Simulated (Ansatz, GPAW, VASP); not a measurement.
**CrB (Cmcm, 4 atoms in the cell) computed with different codes at matched settings**

Self-consistent single point.

```
CELL_PARAMETERS angstrom
      1.45169    -3.89914     0.00000
      1.45169     3.89914     0.00000
      0.00000     0.00000     2.90195
ATOMIC_POSITIONS crystal
  Cr 0.85462 0.14538 0.75000
  Cr 0.14538 0.85462 0.25000
  B  0.56494 0.43506 0.75000
  B  0.43506 0.56494 0.25000
```

Shared settings, as Ansatz (an electronic-structure program) writes them: kpoints.mp_grid.grid = 8 8 8; scf.occupations.method = fermi_dirac; scf.occupations.width = 0.1 eV. Potentials and cutoffs stand in the table.

```tsv
code	model	pressure (GPa)	largest force (eV/Å)	cutoff
VASP	LDA (PZ), VASP's LDA PAW potentials (set 64)	-10.88	0.036	400 eV
GPAW	LDA (Perdew-Wang 92), GPAW PAW datasets LDA (gpaw-data 1.0.1)	–	0.065	950 eV
Ansatz	LDA (PW92), default PAW files made with PBE	-10.51	0.056	default
```

A dash marks a value that a program does not give, or that is left out as unsure.

On Ansatz's run: spin polarisation is off.

The spread over the programs that give each value: pressure within 0.37 GPa; largest force within 0.029 eV/Å.

Ansatz's pressure is given at a fixed set of plane waves, as the other plane-wave codes print theirs; with its correction for the finite basis it is -10.26 GPa (the shift of 0.24 GPa shows how far the cutoff is from converged). The pressure of GPAW is left out: its cutoff lies under the one at which its stress was checked. The same LDA comes in different parametrisations, which differ slightly.

VASP's run is marked for a possible Pulay error in its stress at this cutoff; no cutoff test was made.

The starting cell comes from a database of computed structures (which also holds hypothetical and non-ambient phases and stackings), without a prior relaxation at this level.

Left out of this page: Quantum ESPRESSO, CP2K, Elk and SIESTA (not drawn, or without a comparable value).

Keys are those of Ansatz 0.2.
